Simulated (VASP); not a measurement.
```xyz
1
Lattice="-1.4155 1.4155 1.4155 1.4155 -1.4155 1.4155 1.4155 1.4155 -1.4155" Properties=species:S:1:pos:R:3 pbc="T T T"
Fe     0.0000     0.0000     0.0000
```
Starting moments (μB, in the order of the record's atoms Fe): 2.2.

Computed with PBE GGA, VASP's PBE PAW potentials (set 64) (plane waves; VASP). Numerical set-up: 480 eV cut-off, 16×16×16 Γ-centred mesh, first-order Methfessel-Paxton smearing of 0.10 eV, potentials Fe.

Each relaxation starts from this cell; other phases were not tried.

Q: The cell is relaxed at 10 GPa. What happens?

A: The volume per atom goes from 11.35 to 10.81 Å³ (-4.7 %), and the cell becomes a = 2.786 Å, b = 2.786 Å, c = 2.786 Å, α = 90.00°, β = 90.00°, γ = 90.00°, space group Im-3m.

Q: The cell is relaxed at 30 GPa. What happens?

A: The volume per atom goes from 11.35 to 10.07 Å³ (-11.3 %), and the cell becomes a = 2.7204 Å, b = 2.7204 Å, c = 2.7204 Å, α = 90.00°, β = 90.00°, γ = 90.00°, space group Im-3m.

Failed runs are left out, and for metals the shear rows, which the mesh's noise covers.

The compound is Fe in the bcc structure. The spin order is the one that the start imposed; others were not tried in this run.
